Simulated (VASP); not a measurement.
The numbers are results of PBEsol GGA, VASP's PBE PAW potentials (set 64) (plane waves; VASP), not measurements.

The input files of a VASP run:

File POSCAR:
```
SiO2
1.0
  2.4764094360  -4.2892670812   0.0000000000
  2.4764094360   4.2892670812   0.0000000000
  0.0000000000   0.0000000000   5.4444296036
Si O
3 6
Cartesian
  1.1637266596   2.0156337559   1.8148080531
  2.6253655527  -0.0000000000   0.0000000000
  1.1637266596  -2.0156337559   3.6296215505
  1.6835139134   0.6234016847   1.1680186617
  3.5711802344   1.1462650143   4.7976402123
  2.1745341602  -2.5196003822   2.4615974444
  3.5711802344  -1.1462650143   0.6467893913
  1.6835139134  -0.6234016847   4.2764109419
  2.1745341602   2.5196003822   2.9828321592
```

**INCAR**
```
SYSTEM = SiO2
PREC = Accurate
ENCUT = 620
EDIFF = 1E-6
NELM = 100
ALGO = Normal
LREAL = .FALSE.
LASPH = .TRUE.
ISMEAR = 0
SIGMA = 0.05
GGA = PS
LWAVE = .FALSE.
LCHARG = .FALSE.
IBRION = 2
ISIF = 3
NSW = 40
EDIFFG = -0.02
PSTRESS = 50
```

KPOINTS:
```
Automatic mesh
0
Gamma
5 5 4
0 0 0
```

POTCAR, in this order: Si O (PBE.64 set). Program: vasp_std.

What VASP printed:

**OSZICAR**
```
...
  15 F= -.70641116E+02 E0= -.70641116E+02  d E =-.181282E-02
       N       E                     dE             d eps       ncg     rms          rms(c)
DAV:   1    -0.738075324700E+02   -0.31053E-01   -0.11129E+00   986   0.759E+00    0.735E-01
DAV:   2    -0.737994322239E+02    0.81002E-02   -0.44361E-02  1146   0.136E+00    0.187E-01
DAV:   3    -0.737989039320E+02    0.52829E-03   -0.22869E-03  1096   0.293E-01    0.737E-02
DAV:   4    -0.737987799303E+02    0.12400E-03   -0.32771E-04  1141   0.122E-01    0.282E-02
DAV:   5    -0.737987679445E+02    0.11986E-04   -0.54036E-05  1126   0.486E-02    0.148E-02
DAV:   6    -0.737987677810E+02    0.16346E-06   -0.13078E-06   792   0.755E-03
  16 F= -.70645345E+02 E0= -.70645345E+02  d E =-.604144E-02
       N       E                     dE             d eps       ncg     rms          rms(c)
DAV:   1    -0.738729796966E+02   -0.74212E-01   -0.44445E+00   986   0.151E+01    0.146E+00
DAV:   2    -0.738408094555E+02    0.32170E-01   -0.17302E-01  1146   0.270E+00    0.374E-01
DAV:   3    -0.738387141808E+02    0.20953E-02   -0.93878E-03  1101   0.589E-01    0.146E-01
DAV:   4    -0.738382332701E+02    0.48091E-03   -0.13427E-03  1141   0.244E-01    0.588E-02
DAV:   5    -0.738381834244E+02    0.49846E-04   -0.23342E-04  1126   0.100E-01    0.295E-02
DAV:   6    -0.738381834463E+02   -0.21897E-07   -0.63813E-06  1146   0.159E-02
  17 F= -.70648436E+02 E0= -.70648436E+02  d E =-.913243E-02
       N       E                     dE             d eps       ncg     rms          rms(c)
DAV:   1    -0.738475209278E+02   -0.93375E-02   -0.74230E-01   986   0.618E+00    0.351E-01
DAV:   2    -0.738472357275E+02    0.28520E-03   -0.19871E-02  1146   0.929E-01    0.997E-02
DAV:   3    -0.738470222262E+02    0.21350E-03   -0.51300E-04  1151   0.164E-01    0.449E-02
DAV:   4    -0.738469626885E+02    0.59538E-04   -0.15806E-04  1146   0.938E-02    0.122E-02
DAV:   5    -0.738469630602E+02   -0.37177E-06   -0.25047E-05  1156   0.343E-02    0.102E-02
DAV:   6    -0.738469627638E+02    0.29649E-06   -0.36248E-07   703   0.446E-03
  18 F= -.70650607E+02 E0= -.70650607E+02  d E =-.217129E-02
       N       E                     dE             d eps       ncg     rms          rms(c)
DAV:   1    -0.738580441236E+02   -0.11081E-01   -0.13615E+00   986   0.836E+00    0.477E-01
DAV:   2    -0.738574235248E+02    0.62060E-03   -0.36176E-02  1146   0.126E+00    0.136E-01
DAV:   3    -0.738570203730E+02    0.40315E-03   -0.97010E-04  1151   0.225E-01    0.612E-02
DAV:   4    -0.738569102609E+02    0.11011E-03   -0.28884E-04  1146   0.126E-01    0.165E-02
DAV:   5    -0.738569107736E+02   -0.51271E-06   -0.45503E-05  1156   0.462E-02    0.137E-02
DAV:   6    -0.738569103038E+02    0.46980E-06   -0.66716E-07   713   0.605E-03
  19 F= -.70651594E+02 E0= -.70651594E+02  d E =-.315779E-02
       N       E                     dE             d eps       ncg     rms          rms(c)
DAV:   1    -0.738607147404E+02   -0.38040E-02   -0.10396E+00   986   0.725E+00    0.284E-01
DAV:   2    -0.738619834827E+02   -0.12687E-02   -0.22842E-02  1156   0.993E-01    0.113E-01
DAV:   3    -0.738617368237E+02    0.24666E-03   -0.36560E-04  1136   0.156E-01    0.582E-02
DAV:   4    -0.738616589785E+02    0.77845E-04   -0.28742E-04  1146   0.130E-01    0.113E-02
DAV:   5    -0.738616632928E+02   -0.43143E-05   -0.47992E-05  1146   0.471E-02    0.107E-02
DAV:   6    -0.738616628941E+02    0.39875E-06   -0.11778E-06   733   0.826E-03
  20 F= -.70653810E+02 E0= -.70653810E+02  d E =-.221588E-02
       N       E                     dE             d eps       ncg     rms          rms(c)
DAV:   1    -0.738633359840E+02   -0.16727E-02   -0.41224E-01   986   0.456E+00    0.179E-01
DAV:   2    -0.738638373309E+02   -0.50135E-03   -0.91255E-03  1156   0.628E-01    0.713E-02
DAV:   3    -0.738637382128E+02    0.99118E-04   -0.14608E-04  1136   0.986E-02    0.368E-02
DAV:   4    -0.738637068887E+02    0.31324E-04   -0.11760E-04  1146   0.828E-02    0.721E-03
DAV:   5    -0.738637085317E+02   -0.16430E-05   -0.19625E-05  1146   0.302E-02    0.691E-03
DAV:   6    -0.738637083313E+02    0.20040E-06   -0.47361E-07   718   0.522E-03
  21 F= -.70654259E+02 E0= -.70654259E+02  d E =-.266500E-02
       N       E                     dE             d eps       ncg     rms          rms(c)
DAV:   1    -0.738638713063E+02   -0.16277E-03   -0.43067E-03   996   0.467E-01    0.186E-02
DAV:   2    -0.738638769927E+02   -0.56864E-05   -0.98464E-05  1156   0.652E-02    0.745E-03
DAV:   3    -0.738638759184E+02    0.10743E-05   -0.14319E-06   723   0.104E-02    0.393E-03
DAV:   4    -0.738638756027E+02    0.31572E-06   -0.17100E-06   723   0.103E-02
  22 F= -.70654263E+02 E0= -.70654263E+02  d E =-.266975E-02
       N       E                     dE             d eps       ncg     rms          rms(c)
DAV:   1    -0.738699003844E+02   -0.60245E-02   -0.55577E-02   986   0.169E+00    0.198E-01
DAV:   2    -0.738693095051E+02    0.59088E-03   -0.25132E-03  1156   0.330E-01    0.553E-02
DAV:   3    -0.738692633915E+02    0.46114E-04   -0.20752E-04  1126   0.876E-02    0.217E-02
DAV:   4    -0.738692535910E+02    0.98004E-05   -0.32381E-05  1151   0.380E-02    0.967E-03
DAV:   5    -0.738692517446E+02    0.18464E-05   -0.61853E-06  1126   0.162E-02    0.357E-03
DAV:   6    -0.738692516739E+02    0.70700E-07   -0.19180E-07   693   0.302E-03
  23 F= -.70654703E+02 E0= -.70654703E+02  d E =-.439864E-03
       N       E                     dE             d eps       ncg     rms          rms(c)
DAV:   1    -0.738721626267E+02   -0.29109E-02   -0.16129E-02   986   0.913E-01    0.106E-01
DAV:   2    -0.738719929956E+02    0.16963E-03   -0.72718E-04  1156   0.177E-01    0.295E-02
DAV:   3    -0.738719795605E+02    0.13435E-04   -0.59703E-05  1121   0.470E-02    0.115E-02
DAV:   4    -0.738719765747E+02    0.29858E-05   -0.92962E-06  1151   0.204E-02    0.517E-03
DAV:   5    -0.738719758755E+02    0.69915E-06   -0.16215E-06   688   0.869E-03
  24 F= -.70654765E+02 E0= -.70654765E+02  d E =-.501935E-03
       N       E                     dE             d eps       ncg     rms          rms(c)
DAV:   1    -0.738753273677E+02   -0.33508E-02   -0.76787E-02   986   0.197E+00    0.129E-01
DAV:   2    -0.738752176911E+02    0.10968E-03   -0.19947E-03  1156   0.299E-01    0.392E-02
DAV:   3    -0.738751885241E+02    0.29167E-04   -0.97530E-05  1131   0.657E-02    0.165E-02
DAV:   4    -0.738751824935E+02    0.60307E-05   -0.17132E-05  1151   0.293E-02    0.647E-03
DAV:   5    -0.738751814959E+02    0.99754E-06   -0.28708E-06   827   0.123E-02
  25 F= -.70655049E+02 E0= -.70655049E+02  d E =-.283828E-03
       N       E                     dE             d eps       ncg     rms          rms(c)
DAV:   1    -0.738762730176E+02   -0.10905E-02   -0.99272E-03   996   0.710E-01    0.465E-02
DAV:   2    -0.738762590312E+02    0.13986E-04   -0.25780E-04  1156   0.107E-01    0.139E-02
DAV:   3    -0.738762551474E+02    0.38838E-05   -0.12520E-05  1126   0.235E-02    0.576E-03
DAV:   4    -0.738762542457E+02    0.90171E-06   -0.19475E-06   733   0.104E-02
  26 F= -.70655073E+02 E0= -.70655073E+02  d E =-.307524E-03
       N       E                     dE             d eps       ncg     rms          rms(c)
DAV:   1    -0.738751978679E+02    0.10573E-02   -0.67163E-02   986   0.183E+00    0.766E-02
DAV:   2    -0.738752437687E+02   -0.45901E-04   -0.12427E-03  1156   0.236E-01    0.366E-02
DAV:   3    -0.738752168858E+02    0.26883E-04   -0.43578E-05  1156   0.500E-02    0.156E-02
DAV:   4    -0.738752122722E+02    0.46136E-05   -0.14454E-05  1151   0.276E-02    0.406E-03
DAV:   5    -0.738752123041E+02   -0.31927E-07   -0.95117E-07   718   0.757E-03
  27 F= -.70655319E+02 E0= -.70655319E+02  d E =-.246107E-03
```

OUTCAR:
```
------------------------ aborting loop because EDIFF is reached ----------------------------------------
  FORCE on cell =-STRESS in cart. coord.  units (eV):
  Direction    XX          YY          ZZ          XY          YZ          ZX
  --------------------------------------------------------------------------------------
  Total        3.2132630      3.2132634      3.0572980      0.0000000      0.0000000      0.0000000
  in kB       49.8970413     49.8970473     47.4751454      0.0000000      0.0000000      0.0000000
  external PRESSURE =      -0.9102553 kB  Pullay stress =      50.0000000 kB
  volume of cell :      103.18
      direct lattice vectors                 reciprocal lattice vectors
     2.369761238 -4.104547116 -0.000000000     0.210991720 -0.121816119  0.000000000
     2.369761238  4.104547116  0.000000000     0.210991720  0.121816119  0.000000000
    -0.000000000 -0.000000000  5.303739996    -0.000000000 -0.000000000  0.188546196
 POSITION                                       TOTAL-FORCE (eV/Angst)
 -----------------------------------------------------------------------------------
      3.44406     -2.24381      1.76791         0.005521      0.009562     -0.000000
      2.59093     -0.00000      0.00000        -0.011042     -0.000000     -0.000000
      3.44406      2.24381      3.53583         0.005521     -0.009562     -0.000000
      1.64852      0.44534      1.24383         0.016324     -0.008418      0.002292
      3.52959      1.20499      4.77966        -0.000872      0.018347      0.002292
      1.93117     -2.45422      2.29199        -0.015453      0.009928     -0.002292
      3.52959     -1.20499      0.52408        -0.000872     -0.018347     -0.002292
      1.64852     -0.44534      4.05991         0.016324      0.008418     -0.002292
      1.93117      2.45422      3.01175        -0.015453     -0.009928      0.002292
 -----------------------------------------------------------------------------------
    total drift:                               -0.001410     -0.000208      0.000005
  FREE ENERGIE OF THE ION-ELECTRON SYSTEM (eV)
  ---------------------------------------------------
  free  energy   TOTEN  =       -73.8752123041 eV

  energy  without entropy=      -73.8752123041  energy(sigma->0) =      -73.87521230
  enthalpy is  TOTEN    =       -70.6553190077 eV   P V=        3.2198932965

 reached required accuracy - stopping structural energy minimisation
```
(Selected blocks of OUTCAR.)

CONTCAR:
```
SiO2
   1.00000000000000
     2.3697612378991275   -4.1045471155840501   -0.0000000000000000
     2.3697612378991275    4.1045471155840501    0.0000000000000000
    -0.0000000000000000   -0.0000000000000000    5.3037399961273373
  Si              O
     3     6
Direct
     0.9999999999778855    0.4533349183588249    0.3333330000000032
     0.5466650816632899    0.5466650816632899    0.0000000000000000
     0.4533349183588249    0.9999999999778855    0.6666669999999968
     0.2935748459630695    0.4020730339104197    0.2345202910366844
     0.5979269662038316    0.8915018121610149    0.9011872910366808
     0.7064251539285654    0.1084981878330991    0.4321457089633149
     0.8915018121610149    0.5979269662038316    0.0988127089633188
     0.4020730339104196    0.2935748459630695    0.7654797089633160
     0.1084981878330991    0.7064251539285654    0.5678542910366847
```

File OUTCAR:
```
 val. band max:        1.7861301464   @ k =   0.4000   0.2000   0.0000

 cond. band min:       7.8208187682   @ k =   0.0000   0.0000   0.0000


 Fermi energy:         2.0799589108

 k-point     1 :       0.0000    0.0000    0.0000
  band No.  band energies     occupation
      1     -17.6517      2.00000
      2     -15.9960      2.00000
      3     -15.9959      2.00000
      4     -15.3103      2.00000
      5     -15.3102      2.00000
      6     -15.1927      2.00000
      7      -6.1255      2.00000
      8      -6.1254      2.00000
      9      -3.6884      2.00000
     10      -3.4690      2.00000
     11      -3.2898      2.00000
     12      -3.2898      2.00000
     13      -1.2890      2.00000
     14      -1.2890      2.00000
     15      -0.7801      2.00000
     16      -0.6245      2.00000
     17       0.4089      2.00000
     18       0.4089      2.00000
     19       0.6151      2.00000
     20       0.6531      2.00000
     21       0.7300      2.00000
     22       0.7301      2.00000
     23       1.6100      2.00000
     24       1.6100      2.00000
     25       7.8208      0.00000
     26      10.9481      0.00000
     27      10.9481      0.00000
     28      12.1410      0.00000
     29      12.1410      0.00000

 k-point     2 :       0.2000    0.0000    0.0000
  band No.  band energies     occupation
      1     -17.5155      2.00000
      2     -16.1080      2.00000
      3     -15.9741      2.00000
      4     -15.3709      2.00000
      5     -15.3395      2.00000
      6     -15.2248      2.00000
      7      -6.1995      2.00000
      8      -5.9035      2.00000
      9      -3.6326      2.00000
     10      -3.5211      2.00000
     11      -3.4263      2.00000
     12      -3.1060      2.00000
     13      -1.4619      2.00000
     14      -1.1895      2.00000
     15      -0.8074      2.00000
     16      -0.4138      2.00000
     17       0.0840      2.00000
     18       0.3665      2.00000
     19       0.5679      2.00000
...
```

Energy and stress use the plane-wave basis of the starting cell.

The compound is SiO2 in the quartz structure. This run relaxes it under an external pressure of 5 GPa. Symmetry was kept, so distortions that lower it aren't found.
